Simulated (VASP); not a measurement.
# Nb (Niobium): cell size and functional, part 2 of 3

Aim: relax Nb (Niobium) at several levels of theory and compare the cells. The starting structure is a measured crystal structure from the Crystallography Open Database. The first relaxation on each setting starts from this cell expanded by 3 % in volume.

VASP 6.6.1.

Results so far: PBEsol 17.46 Å³ an atom; LDA 17.08 Å³ an atom; PBE 18.09 Å³ an atom.

### 5. Relaxation with PBEsol + D3(BJ)

Level of this step: PBEsol with D3(BJ); plane waves and PAW (Nb_sv) (VASP).

D3 with Becke-Johnson damping keeps a finite attraction at short range. This run starts from the cell of an earlier relaxation, which isn't shown; the restart sets up the plane waves anew.

Input file INCAR:

```
SYSTEM = Nb
PREC = Accurate
ENCUT = 450
EDIFF = 1E-06
NELM = 100
ISMEAR = 1
SIGMA = 0.15
LREAL = .FALSE.
ALGO = Normal
GGA = PS
IVDW = 12
NBANDS = 12
LORBIT = 11
LWAVE = .FALSE.
LCHARG = .FALSE.
KPAR = 4
IBRION = 2
NSW = 50
ISIF = 3
EDIFFG = -0.006
```

Input file POSCAR:

```
Nb
1.0
   -1.6130682570      1.6130682570      1.6130682570
    1.6130682570     -1.6130682570      1.6130682570
    1.6130682570      1.6130682570     -1.6130682570
Nb
1
Direct
    0.0000000000      0.0000000000      0.0000000000
```

Input file KPOINTS:

```
Automatic mesh
0
Gamma
18 18 18
0 0 0
```

PAW data sets: Nb_sv (PBE family, release 64).

Run with:

```sh
$ mpirun -np 4 vasp_std
```

What it wrote:

```text
[banner, memory and clock lines left out]
running    4 mpi-ranks, on    1 nodes
[...]
[... a notice as in an earlier step ...]

 LDA part: xc-table for (Slater+PW92), standard interpolation
 POSCAR, INCAR and KPOINTS ok, starting setup
[...]
entering main loop
       N       E                     dE             d eps       ncg     rms          rms(c)
DAV:   1     0.105938211546E+03    0.10594E+03   -0.67717E+03  4696   0.979E+02
DAV:   2    -0.739399071478E+01   -0.11333E+03   -0.10922E+03  5168   0.364E+02
DAV:   3    -0.111517326237E+02   -0.37577E+01   -0.36113E+01  6672   0.585E+01
DAV:   4    -0.113539842688E+02   -0.20225E+00   -0.20082E+00  6364   0.125E+01
[...]
DAV:  10    -0.109321496124E+02   -0.13213E-04   -0.24915E-05  5644   0.564E-02    0.171E-02
DAV:  11    -0.109321437370E+02    0.58754E-05   -0.58744E-06  6336   0.385E-02    0.246E-03
DAV:  12    -0.109321436010E+02    0.13596E-06   -0.16083E-07  3316   0.583E-03
   1 F= -.11739760E+02 E0= -.11739694E+02  d E =-.117398E+02
[...]
DAV:   4    -0.109299730289E+02   -0.24019E-04   -0.17400E-05  6180   0.424E-02    0.232E-02
DAV:   5    -0.109299947554E+02   -0.21726E-04   -0.51396E-05  7716   0.487E-02    0.102E-02
DAV:   6    -0.109299953128E+02   -0.55744E-06   -0.14554E-06  4460   0.150E-02
   2 F= -.11739735E+02 E0= -.11739670E+02  d E =0.241759E-04
 trial-energy change:    0.000024  1 .order    0.000025   -0.000047    0.000096
 step:   0.3282(harm=  0.3282)  dis= 0.00000  next Energy=   -11.739767 (dE=-0.771E-05)
[...]
N       E                     dE             d eps       ncg     rms          rms(c)
DAV:   1    -0.109318798951E+02   -0.18851E-02   -0.11914E-02  6252   0.153E+00    0.175E-01
DAV:   2    -0.109314882952E+02    0.39160E-03   -0.89797E-04  6604   0.389E-01    0.498E-02
DAV:   3    -0.109314410628E+02    0.47232E-04   -0.33397E-04  8368   0.182E-01    0.317E-02
DAV:   4    -0.109314479967E+02   -0.69340E-05   -0.76084E-06  6104   0.284E-02    0.159E-02
DAV:   5    -0.109314552732E+02   -0.72764E-05   -0.23336E-05  7716   0.329E-02    0.682E-03
DAV:   6    -0.109314545205E+02    0.75266E-06   -0.63169E-07  3588   0.102E-02
   3 F= -.11739767E+02 E0= -.11739702E+02  d E =-.720289E-05
[...]
reached required accuracy - stopping structural energy minimisation
```

Run time: 7.6 s. Hardware: 4 MPI ranks of Intel Xeon 6975P-C (Granite Rapids), shared host; peak memory 0.62 GiB.

OUTCAR, selected parts (step 5):

```text
 Edisp (eV)   -0.80974

 Edisp (eV)   -0.80831

  Total       0.00026     0.00026     0.00026     0.00000     0.00000     0.00000
  in kB       0.02519     0.02519     0.02519     0.00000     0.00000     0.00000
  external pressure =        0.03 kB  Pullay stress =        0.00 kB

 POSITION                                       TOTAL-FORCE (eV/Angst)
 -----------------------------------------------------------------------------------
      0.00000      0.00000      0.00000        -0.000000      0.000000     -0.000000
 -----------------------------------------------------------------------------------
    total drift:                                0.000000      0.000000      0.000000

  FREE ENERGIE OF THE ION-ELECTRON SYSTEM (eV)
  ---------------------------------------------------
  free  energy   TOTEN  =       -11.7397668534 eV

  energy  without entropy=      -11.7395711978  energy(sigma->0) =      -11.73970163

[... 2 parts as in an earlier step ...]

[... 2 further parts left out ...]
[key lines of the parts left out:]
E-fermi :  12.0648
```

With PBEsol + D3(BJ) the relaxed cell holds 16.774 Å³ an atom, -6.68 % against the measured cell, with a = 3.225 Å. That is -3.93 % from PBEsol.

### 6. Relaxation with r2SCAN

r2SCAN adds the kinetic-energy density, costs more than a GGA and is run with LASPH.

Changes to INCAR since step 5:

```diff
@@ -9,4 +9,4 @@
 ALGO = Normal
-GGA = PS
-IVDW = 12
+METAGGA = R2SCAN
+LASPH = .TRUE.
 NBANDS = 12
```

Input file POSCAR:

```
Nb
1.0
   -1.6665396765      1.6665396765      1.6665396765
    1.6665396765     -1.6665396765      1.6665396765
    1.6665396765      1.6665396765     -1.6665396765
Nb
1
Direct
    0.0000000000      0.0000000000      0.0000000000
```

KPOINTS is that of step 5.

Run with:

```sh
$ mpirun -np 4 vasp_std
```

What it wrote:

```text
[banner, memory and clock lines left out]
running    4 mpi-ranks, on    1 nodes
[...]
[... a notice as in an earlier step ...]

 LDA part: xc-table for (None), standard interpolation
 POSCAR, INCAR and KPOINTS ok, starting setup
[...]
entering main loop
       N       E                     dE             d eps       ncg     rms          rms(c)
DAV:   1     0.885087382722E+02    0.88509E+02   -0.68295E+03  4736   0.987E+02
DAV:   2    -0.268560834513E+02   -0.11536E+03   -0.11109E+03  5168   0.371E+02
DAV:   3    -0.313486274133E+02   -0.44925E+01   -0.42771E+01  7064   0.620E+01
DAV:   4    -0.315788650160E+02   -0.23024E+00   -0.22849E+00  6368   0.128E+01
[...]
DAV:  11    -0.248362288293E+02    0.18736E-04   -0.70574E-05  7272   0.951E-02    0.115E-02
DAV:  12    -0.248362277902E+02    0.10391E-05   -0.31231E-06  6096   0.174E-02    0.783E-03
DAV:  13    -0.248362278145E+02   -0.24238E-07   -0.27039E-07  3064   0.766E-03
   1 F= -.24836228E+02 E0= -.24836162E+02  d E =-.248362E+02
[... from here on, the cycles between the ionic steps are left out ...]
   2 F= -.24816063E+02 E0= -.24815968E+02  d E =0.201649E-01
   3 F= -.24844134E+02 E0= -.24843952E+02  d E =-.790584E-02
   4 F= -.24844135E+02 E0= -.24843952E+02  d E =-.790765E-02
[...]
reached required accuracy - stopping structural energy minimisation
```

Wall time 51 s (4 MPI ranks); peak memory 0.63 GiB; 3.3 min of CPU time.

Parts of OUTCAR (step 6):

```text
  Total        0.0007238      0.0007238      0.0007238     -0.0000000     -0.0000000      0.0000000
  in kB        0.0644474      0.0644474      0.0644474     -0.0000000     -0.0000000      0.0000000
  external PRESSURE =       0.0644474 kB  Pullay stress =       0.0000000 kB

 POSITION                                       TOTAL-FORCE (eV/Angst)
 -----------------------------------------------------------------------------------
      0.00000     -0.00000      0.00000        -0.000000      0.000000     -0.000000
 -----------------------------------------------------------------------------------
    total drift:                                0.000000     -0.000000      0.000000

  FREE ENERGIE OF THE ION-ELECTRON SYSTEM (eV)
  ---------------------------------------------------
  free  energy   TOTEN  =       -24.8441354621 eV

  energy  without entropy=      -24.8435862670  energy(sigma->0) =      -24.84395240

[... 2 parts as in an earlier step ...]

[... 2 further parts left out ...]
[key lines of the parts left out:]
E-fermi :  11.1229
```

With r2SCAN the relaxed cell holds 17.995 Å³ an atom, +0.11 % against the measured cell, with a = 3.302 Å. That is +3.06 % from PBEsol.

### 7. Relaxation with r2SCAN + rVV10

rVV10 adds a nonlocal correlation energy for dispersion. This run starts from the cell of an earlier relaxation, which isn't shown; the restart sets up the plane waves anew.

Changes to INCAR since step 6:

```diff
@@ -10,2 +10,6 @@
 METAGGA = R2SCAN
+LUSE_VDW = .TRUE.
+IVDW_NL = 2
+BPARAM = 11.95
+CPARAM = 0.0093
 LASPH = .TRUE.
```

Input file POSCAR:

```
Nb
1.0
   -1.6470948835      1.6470948835      1.6470948835
    1.6470948835     -1.6470948835      1.6470948835
    1.6470948835      1.6470948835     -1.6470948835
Nb
1
Direct
    0.0000000000      0.0000000000      0.0000000000
```

KPOINTS is that of step 6.

Run with:

```sh
$ mpirun -np 4 vasp_std
```

What it wrote:

```text
[banner, memory and clock lines left out]
running    4 mpi-ranks, on    1 nodes
[...]
|                                                                             |
|               ----> ADVICE to this user running VASP <----                  |
|                                                                             |
|     You have switched on vdW-DFT.                                           |
|     This routine was written and supplied by Jiri Klimes. We recommend      |
|     that you carefully read and cite the following publications:            |
|       J. Klimes, D.R. Bowler, A. Michelides                                 |
|          J. Phys.: Cond Matt. 22 022201 (2010)                              |
|       J. Klimes, D.R. Bowler, A. Michelides                                 |
|          Phys. Rev. B. 83, 195131 (2011)                                    |
|     and references therein.                                                 |
|                                                                             |

[...]
DAV:  10    -0.246305650756E+02    0.24899E-03   -0.14864E-03  7580   0.529E-01    0.511E-02
Total rVV10 correction in eV:      0.2118034    13.0726379
Total rVV10 correction in eV:      0.2118034    13.0726379
Total rVV10 correction in eV:      0.2118034    13.0726379
Total rVV10 correction in eV:      0.2118034    13.0726379
DAV:  11    -0.246305458486E+02    0.19227E-04   -0.65726E-05  7192   0.891E-02    0.145E-02
Total rVV10 correction in eV:      0.2118235    13.0726379
Total rVV10 correction in eV:      0.2118235    13.0726379
Total rVV10 correction in eV:      0.2118235    13.0726379
Total rVV10 correction in eV:      0.2118235    13.0726379
DAV:  12    -0.246305451878E+02    0.66077E-06   -0.32841E-06  6180   0.188E-02
Total rVV10 correction in eV:      0.2118328    13.0726379
Total rVV10 correction in eV:      0.2118328    13.0726379
Total rVV10 correction in eV:      0.2118328    13.0726379
Total rVV10 correction in eV:      0.2118328    13.0726379
Total rVV10 correction in eV:      0.2118268    13.0726379
Total rVV10 correction in eV:      0.2118268    13.0726379
Total rVV10 correction in eV:      0.2118268    13.0726379
Total rVV10 correction in eV:      0.2118268    13.0726379
   1 F= -.24630545E+02 E0= -.24630348E+02  d E =-.246305E+02
[...]
reached required accuracy - stopping structural energy minimisation
```

The job ended after 23 s (4 MPI ranks; peak memory 0.74 GiB; 89 s of CPU time).

Parts of OUTCAR (step 7):

```text
  Total        0.0046505      0.0046505      0.0046505      0.0000000      0.0000000     -0.0000000
  in kB        0.4168660      0.4168660      0.4168660      0.0000000      0.0000000     -0.0000000
  external PRESSURE =       0.4168660 kB  Pullay stress =       0.0000000 kB

 POSITION                                       TOTAL-FORCE (eV/Angst)
 -----------------------------------------------------------------------------------
      0.00000      0.00000      0.00000        -0.000000     -0.000000     -0.000000
 -----------------------------------------------------------------------------------
    total drift:                                0.000000     -0.000000      0.000000

  FREE ENERGIE OF THE ION-ELECTRON SYSTEM (eV)
  ---------------------------------------------------
  free  energy   TOTEN  =       -24.6305451878 eV

  energy  without entropy=      -24.6299529976  energy(sigma->0) =      -24.63034779

[... 2 parts as in an earlier step ...]

[... 2 further parts left out ...]
[key lines of the parts left out:]
E-fermi :  11.2046
```

With r2SCAN + rVV10 the relaxed cell holds 17.874 Å³ an atom, -0.56 % against the measured cell, with a = 3.294 Å. That is +2.37 % from PBEsol.

### 8. Relaxation with rev-vdW-DF2

rev-vdW-DF2 revises the exchange of vdW-DF2 for solids. This run starts from the cell of an earlier relaxation, which isn't shown; the restart sets up the plane waves anew.

Changes to INCAR since step 7:

```diff
@@ -9,7 +9,8 @@
 ALGO = Normal
-METAGGA = R2SCAN
+GGA = MK
+AGGAC = 0
 LUSE_VDW = .TRUE.
-IVDW_NL = 2
-BPARAM = 11.95
-CPARAM = 0.0093
+PARAM1 = 0.1234
+PARAM2 = 0.711357
+ZAB_VDW = -1.8867
 LASPH = .TRUE.
```

Input file POSCAR:

```
Nb
1.0
   -1.6441663180      1.6441663180      1.6441663180
    1.6441663180     -1.6441663180      1.6441663180
    1.6441663180      1.6441663180     -1.6441663180
Nb
1
Direct
    0.0000000000      0.0000000000      0.0000000000
```

KPOINTS is that of step 7.

Run with:

```sh
$ mpirun -np 4 vasp_std
```

What it wrote:

```text
[banner, memory and clock lines left out]
running    4 mpi-ranks, on    1 nodes
[...]
[... a notice as in an earlier step ...]

 [... a notice as in an earlier step ...]

 LDA part: xc-table for (Slater+PW92), standard interpolation
 POSCAR, INCAR and KPOINTS ok, starting setup
[...]
entering main loop
       N       E                     dE             d eps       ncg     rms          rms(c)
DAV:   1     0.107208637362E+03    0.10721E+03   -0.67865E+03  4704   0.972E+02
DAV:   2    -0.435097910732E+01   -0.11156E+03   -0.10748E+03  5204   0.359E+02
DAV:   3    -0.801837915384E+01   -0.36674E+01   -0.35426E+01  6712   0.576E+01
DAV:   4    -0.820185768690E+01   -0.18348E+00   -0.18251E+00  6380   0.123E+01
[...]
DAV:  10    -0.780544404890E+01   -0.13554E-04   -0.24972E-05  5600   0.620E-02    0.114E-02
DAV:  11    -0.780543921391E+01    0.48350E-05   -0.36630E-06  6060   0.292E-02    0.243E-03
DAV:  12    -0.780543908852E+01    0.12539E-06   -0.11601E-07  3156   0.483E-03
[...]
DAV:   3    -0.780542682685E+01    0.18800E-04   -0.12993E-04  8484   0.113E-01    0.190E-02
DAV:   4    -0.780543112128E+01   -0.42944E-05   -0.28628E-06  5872   0.174E-02    0.927E-03
DAV:   5    -0.780543562239E+01   -0.45011E-05   -0.91921E-06  7460   0.204E-02    0.455E-03
DAV:   6    -0.780543583987E+01   -0.21748E-06   -0.34942E-07  3108   0.787E-03
   2 F= -.78054358E+01 E0= -.78052906E+01  d E =0.324865E-05
 trial-energy change:    0.000003  1 .order    0.000004   -0.000008    0.000016
 step:   0.3423(harm=  0.3423)  dis= 0.00000  next Energy=    -7.805441 (dE=-0.143E-05)
[...]
N       E                     dE             d eps       ncg     rms          rms(c)
DAV:   1    -0.780551414347E+01   -0.78521E-04   -0.20390E-03  6208   0.630E-01    0.698E-02
DAV:   2    -0.780544674478E+01    0.67399E-04   -0.15817E-04  6652   0.163E-01    0.204E-02
DAV:   3    -0.780543893904E+01    0.78057E-05   -0.56290E-05  8408   0.745E-02    0.126E-02
DAV:   4    -0.780543994841E+01   -0.10094E-05   -0.11828E-06  4984   0.116E-02    0.588E-03
DAV:   5    -0.780544073913E+01   -0.79072E-06   -0.39624E-06  6860   0.149E-02
   3 F= -.78054407E+01 E0= -.78052942E+01  d E =-.165061E-05
[...]
reached required accuracy - stopping structural energy minimisation
```

Wall time 25 s (4 MPI ranks); peak memory 1 GiB; 95 s of CPU time.

(Continued in part 3 of 3.)

[Lines on the potential files, build, host, timing and source positions are cut from VASP's logs without a mark.]

[Logs are printed without paths, hosts, clocks, repeated set-up lines and the standing remarks that a program may print on its own settings, such as how far it seeks lower states.]

[Hosts, paths, dates, database ids (printed as entryN), source tags and the programs' standing remarks are cut or masked in the printed files.]
